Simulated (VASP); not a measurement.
VASP runs on GeS$_{2}$ (space group Fm-3m) share one base input (PBE GGA, plane waves, VASP's PBE PAW potentials (set 64)) and change the settings named in each case.

**INCAR**
```
ISIF = 2   ! forces and stress, cell fixed
SYSTEM = GeS2
LASPH = .True.   ! aspherical one-centre terms
LCHARG = .False.
GGA = PE   ! PBE
ALGO = Normal
ISMEAR = 0   ! Gaussian
EDIFF = 1E-6
SIGMA = 0.2   ! width (eV)
LWAVE = .False.
NELM = 100   ! most electronic steps
LMAXMIX = 4
LREAL = .False.   ! projection in real space or not
ENCUT = 300   ! plane-wave cut-off (eV)
PREC = Accurate
```

KPOINTS:
```
K-points
0
gamma
 5 5 5
```

File POSCAR:
```
GeS2
1.0
  0.0000000000   2.8731990000   2.8731990000
  2.8731990000   0.0000000000   2.8731990000
  2.8731990000   2.8731990000   0.0000000000
Ge S
1 2
Cart
  0.0000000000   0.0000000000   0.0000000000
  1.4365995000   1.4365995000   1.4365995000
  4.3097985000   4.3097985000   4.3097985000
```

POTCAR, in this order: Ge_d S (PBE.64 set). Program: vasp_std.

```csv
change,E(σ→0) (eV/atom),pressure (GPa),−TS (eV)
base run,-3.5692,21.70,-0.0431
"GGA removed, POTCAR Ge_d S (LDA.64 set)",-4.3997,14.74,-0.0328
"GGA_COMPAT = .FALSE., LNONCOLLINEAR = .TRUE., LSORBIT = .TRUE., MAGMOM = 0.0 0.0 0.0 0.0 0.0 0.0 0.0 0.0 0.0, program vasp_ncl",-3.5723,21.71,-0.0433
KPOINTS 6×6×6 Γ-centred mesh,-3.5718,21.56,-0.0362
```
 Energies of different potentials or functionals have different zeros.  At 300 eV the pressure can carry a Pulay error.

Left out are runs that ran out of time, are held back, or changed the cell or the kind of run, fixed moments of cells without a moment, rows past the twelfth, gaps on odd meshes, pressures of charged cells and columns that move by less than the noise.

The structure was generated: GeS2 was put into an ordered model structure, which need not be its known phase. The cell was not relaxed at this level, its lattice was scaled by up to 2.5 %.
